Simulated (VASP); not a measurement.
All values below come from PW91 GGA, VASP's PBE PAW potentials (set 64) (plane waves; VASP 6.6.1).

A VASP calculation is set up with these files.

INCAR:
```
SYSTEM = Sn
PREC = Accurate
ENCUT = 520
EDIFF = 1E-7
NELM = 100
ALGO = Normal
LREAL = .FALSE.
LASPH = .TRUE.
ISMEAR = -5
GGA = 91
LMAXMIX = 4
LWAVE = .FALSE.
LCHARG = .TRUE.
LORBIT = 11
NEDOS = 601
ISIF = 2
```

### KPOINTS
```
Automatic
0
Gamma
14 14 14
```

POSCAR:
```
Sn
2.9655490
 -0.9999999540   0.9999999540   0.5445382510
  0.9999999540  -0.9999999540   0.5445382510
  0.9999999540   0.9999999540  -0.5445382510
Sn
2
Cartesian
  0.9999999540   0.0000000000   0.2722691255
  0.0000000000   0.0000000000   0.0000000000
```

POTCAR, in this order: Sn_d (PBE.64 set). Program: vasp_std.

Unless said otherwise, spin-orbit coupling is left out, though it shifts the bands of the heavy elements here.

Problem. Predict the energy per atom (σ→0), band gap (on the k-mesh).

Solution. 
| Quantity | Result |
|---|---|
| energy per atom (σ→0) | -3.832 eV/atom |
| band gap (on the k-mesh) | none (metal, semimetal or under 0.01 eV) |

**OSZICAR**
```
...
DAV:   7    -0.766317664598E+01    0.45175E-02   -0.27338E-02 11434   0.251E+00    0.191E-01
DAV:   8    -0.766305081762E+01    0.12583E-03   -0.23228E-03 10146   0.715E-01    0.351E-02
DAV:   9    -0.766304837224E+01    0.24454E-05   -0.66968E-05 11242   0.888E-02    0.134E-02
DAV:  10    -0.766304201210E+01    0.63601E-05   -0.70820E-06 10656   0.369E-02    0.216E-03
DAV:  11    -0.766304291043E+01   -0.89833E-06   -0.34986E-07  8140   0.833E-03    0.120E-03
DAV:  12    -0.766304277315E+01    0.13728E-06   -0.54775E-08  4760   0.306E-03    0.202E-04
DAV:  13    -0.766304276421E+01    0.89399E-08   -0.12469E-08  4680   0.163E-03
   1 F= -.76630428E+01 E0= -.76630428E+01  d E =0.000000E+00
```

The compound is Sn in the beta structure. It was relaxed first, which changed the volume by +5 %.
